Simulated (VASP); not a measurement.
Input:

```
Sc
1.0
    1.67598    -2.90288     0.00000
    1.67598     2.90288     0.00000
    0.00000     0.00000     5.20583
Sc
2
Cartesian
  1.67598   0.96763   1.30146
  1.67598  -0.96763   3.90437
```

Level of theory: PBE GGA with D4 dispersion, VASP's PBE PAW potentials (set 64) (plane waves; VASP 6.6.1). Run with 520 eV cut-off, 13×13×7 Γ-centred mesh, first-order Methfessel-Paxton smearing of 0.10 eV, potentials Sc_sv.

Question: Give the stress tensor in GPa (positive for a compressed cell).

Answer: 
```
-3.04   0.00   0.00
 0.00  -3.04   0.00
 0.00   0.00  -3.01
```
The pressure is its mean diagonal, -3.03 GPa.

The compound is Sc in the hcp structure. This cell is one point of a volume scan, at 1.06 of the reference volume.
